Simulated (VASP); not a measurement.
These are PBEsol GGA, VASP's PBE PAW potentials (set 64) (plane waves; VASP) values and carry that method's errors.

The input files of a VASP run:

### POSCAR
```
MoTe2
1
    1.7461316814    -3.0243883776    -0.0000000000
    1.7461316814     3.0243883776     0.0000000000
   -0.0000000000     0.0000000000    13.9761449441
Te Mo
4 2
Direct
  0.3333330000   0.6666670000   0.8793236539
  0.6666670000   0.3333330000   0.3793236539
  0.6666670000   0.3333330000   0.1206763461
  0.3333330000   0.6666670000   0.6206763461
  0.3333330000   0.6666670000   0.2500000000
  0.6666670000   0.3333330000   0.7500000000
```

**INCAR**
```
SYSTEM  =  MoTe2
PREC  =  Accurate; ENCUT  =  400; LREAL  =  .False.
LASPH  =  .True.; ICHARG  =  11
EDIFF  =  1E-7; NELM  =  100; ALGO  =  Normal
LMAXMIX  =  4
ISMEAR  =  0; SIGMA  =  0.05
GGA  =  PS
LWAVE  =  .False.; LCHARG  =  .False.; LORBIT  =  11
```

File KPOINTS:
```
k-points along high-symmetry lines
10
Line-mode
Reciprocal
  0.000000   0.000000   0.000000 ! GAMMA
  0.000000   0.500000   0.000000 ! M

  0.000000   0.500000   0.000000 ! M
 -0.333333   0.666667   0.000000 ! K

 -0.333333   0.666667   0.000000 ! K
  0.000000   0.000000   0.000000 ! GAMMA

  0.000000   0.000000   0.000000 ! GAMMA
  0.000000   0.000000   0.500000 ! A

  0.000000   0.000000   0.500000 ! A
  0.000000   0.500000   0.500000 ! L

  0.000000   0.500000   0.500000 ! L
 -0.333333   0.666667   0.500000 ! H

 -0.333333   0.666667   0.500000 ! H
  0.000000   0.000000   0.500000 ! A

  0.000000   0.500000   0.500000 ! L
  0.000000   0.500000   0.000000 ! M

 -0.333333   0.666667   0.500000 ! H
 -0.333333   0.666667   0.000000 ! K
```

POTCAR, in this order: Te Mo_sv (PBE.64 set). Program: vasp_std. Read from the step before: CHGCAR.

Output

File OUTCAR:
```
 ion  position               nearest neighbor table
   1  0.333  0.667  0.879-   6 2.71   6 2.71   6 2.71   4 3.61
   2  0.667  0.333  0.379-   5 2.71   5 2.71   5 2.71   3 3.61
   3  0.667  0.333  0.121-   5 2.71   5 2.71   5 2.71   2 3.61
   4  0.333  0.667  0.621-   6 2.71   6 2.71   6 2.71   1 3.61
   5  0.333  0.667  0.250-   2 2.71   3 2.71   2 2.71   3 2.71   2 2.71   3 2.71
   6  0.667  0.333  0.750-   1 2.71   4 2.71   1 2.71   4 2.71   1 2.71   4 2.71
  LATTYP: Found a hexagonal cell.
 ALAT       =     3.4922630066
 C/A-ratio  =     4.0020310377
 Subroutine PRICEL returns:
 Original cell was already a primitive cell.
 Subroutine GETGRP returns: Found 24 space group operations
The static configuration has the point symmetry D_3d.
 The point group associated with its full space group is D_6h.
The dynamic configuration has the point symmetry D_3d.
 Subroutine INISYM returns: Found 24 space group operations
   k-points           NKPTS =     90   k-points in BZ     NKDIM =     90   number of bands    NBANDS=     31
   number of dos      NEDOS =    301   number of ions     NIONS =      6
   total plane-waves  NPLWV =  55296
   dimension x,y,z NGX =    24 NGY =   24 NGZ =   96
   dimension x,y,z NGXF=    48 NGYF=   48 NGZF=  192
   ions per type =               4   2
   PREC   = accura    normal or accurate (medium, high low for compatibility)
   ISTART =      0    job   : 0-new  1-cont  2-samecut
   ICHARG =     11    charge: 1-file 2-atom 10-const
   ISPIN  =      1    spin polarized calculation?
   LNONCOLLINEAR =      F non collinear calculations
   LSORBIT =      F    spin-orbit coupling
   INIWAV =      1    electr: 0-lowe 1-rand  2-diag
   ENCUT  =  400.0 eV  29.40 Ry    5.42 a.u.   5.69  5.69 22.79*2*pi/ulx,y,z
   NELM   =    100;   NELMIN=  2; NELMDL= -5     # of ELM steps
   EDIFF  = 0.1E-06   stopping-criterion for ELM
   LREAL  =      F    real-space projection
   NLSPLINE    = F    spline interpolate recip. space projectors
   LMAXMIX     =    4 max onsite mixed and CHGCAR
   VOSKOWN=      0    Vosko Wilk Nusair interpolation
   EDIFFG = 0.1E-05   stopping-criterion for IOM
   NSW    =      0    number of steps for IOM
   NBLOCK =      1;   KBLOCK =      1    inner block; outer block
...
```

**OSZICAR**
```
       N       E                     dE             d eps       ncg     rms          rms(c)
DAV:   1     0.334550371450E+03    0.33455E+03   -0.24495E+04  6940   0.122E+03
DAV:   2    -0.194548975958E+02   -0.35401E+03   -0.34640E+03  7086   0.313E+02
DAV:   3    -0.383684678389E+02   -0.18914E+02   -0.18432E+02  6962   0.603E+01
DAV:   4    -0.389203823318E+02   -0.55191E+00   -0.54979E+00  6974   0.999E+00
DAV:   5    -0.389359473505E+02   -0.15565E-01   -0.15555E-01  7157   0.172E+00
DAV:   6    -0.389363512120E+02   -0.40386E-03   -0.40378E-03  6988   0.258E-01
DAV:   7    -0.389363639927E+02   -0.12781E-04   -0.12780E-04  7205   0.450E-02
DAV:   8    -0.389363644975E+02   -0.50487E-06   -0.50487E-06  6826   0.785E-03
DAV:   9    -0.389363645179E+02   -0.20389E-07   -0.20392E-07  4930   0.151E-03
   1 F= -.38936365E+02 E0= -.38936365E+02  d E =-.109972E-22
```

### OUTCAR
```
 val. band max:        8.1661444339   @ k =   0.0000   0.0000   0.0000

 cond. band min:       8.8831841988   @ k =  -0.1852   0.3704   0.0000



 k-point     1 :       0.0000    0.0000    0.0000
  band No.  band energies     occupation
      1     -52.5039      2.00000
      2     -52.5039      2.00000
      3     -26.7189      2.00000
      4     -26.7189      2.00000
      5     -26.5679      2.00000
      6     -26.5679      2.00000
      7     -26.5677      2.00000
      8     -26.5677      2.00000
      9      -4.9495      2.00000
     10      -4.6210      2.00000
     11      -4.0883      2.00000
     12      -3.5734      2.00000
     13       2.2063      2.00000
     14       3.5322      2.00000
     15       4.9715      2.00000
     16       6.3822      2.00000
     17       6.3822      2.00000
     18       6.3971      2.00000
     19       6.3971      2.00000
     20       7.0532      2.00000
     21       7.1766      2.00000
     22       7.1767      2.00000
     23       7.2108      2.00000
     24       7.2109      2.00000
     25       7.8304      2.00000
     26       8.1661      2.00000
     27      11.1984      0.00000
     28      11.1988      0.00000
     29      11.3330      0.00000
     30      11.3379      0.00000
     31      11.4300      0.00000

 k-point     2 :       0.0000    0.0556    0.0000
  band No.  band energies     occupation
      1     -52.5036      2.00000
      2     -52.5036      2.00000
      3     -26.7179      2.00000
      4     -26.7179      2.00000
      5     -26.5722      2.00000
      6     -26.5721      2.00000
      7     -26.5689      2.00000
      8     -26.5687      2.00000
      9      -4.9042      2.00000
     10      -4.5762      2.00000
     11      -4.0546      2.00000
     12      -3.5439      2.00000
     13       2.2569      2.00000
     14       3.5806      2.00000
     15       4.9510      2.00000
     16       6.2798      2.00000
     17       6.2984      2.00000
     18       6.4183      2.00000
...
```

The density is held fixed in this step, so its total energy and stress have no physical meaning. Without a dispersion term in the relaxation, distances and binding between the weakly bound layers, chains or molecules are unreliable, and so is what depends on them. Unless said otherwise, spin-orbit coupling is left out, though it shifts the bands of the heavy elements here.

The compound is MoTe2 in the 2H layered structure. It was relaxed first.
